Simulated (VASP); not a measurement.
Eu (bcc): the lattice constant a from VASP (plane waves, PAW) at several levels of theory. Static lattice. The 4f electrons are frozen in the core of the lanthanide potential, so 4f levels, which can set the real gap, and their magnetism are missing. The measured value holds thermal and zero-point effects that the static calculation lacks.

```tsv
level	lattice constant a (Å)	error against measurement
PBE	4.447	-3.0 %
r2SCAN	4.438	-3.2 %
```

Measured: 4.582 Å at 293 K (as given by Wikipedia, Europium (infobox)).

The cell of the PBE run:

```cif
data_Eu2
_chemical_formula_sum 'Eu2'
_space_group_name_H-M_alt 'Im-3m'
_space_group_IT_number 229
_space_group_name_Hall '-I 4 2 3'
_cell_length_a 4.44655
_cell_length_b 4.44655
_cell_length_c 4.44655
_cell_angle_alpha 90.000
_cell_angle_beta 90.000
_cell_angle_gamma 90.000
loop_
_atom_site_label
_atom_site_type_symbol
_atom_site_symmetry_multiplicity
_atom_site_Wyckoff_symbol
_atom_site_fract_x
_atom_site_fract_y
_atom_site_fract_z
_atom_site_occupancy
Eu1 Eu 2 a 0.00000 0.00000 0.00000 1
```
(The calculation used a cell of 1 atom; values per cell refer to that cell.)

Only levels that ran to the end are used. Left out are those held back, those with too coarse a band path, GW runs whose mesh misses a band edge, hybrids' fits of cells that aren't cubic and levels without matching references; a question may draw on a part of the rest.

The compound is Eu in the bcc structure.
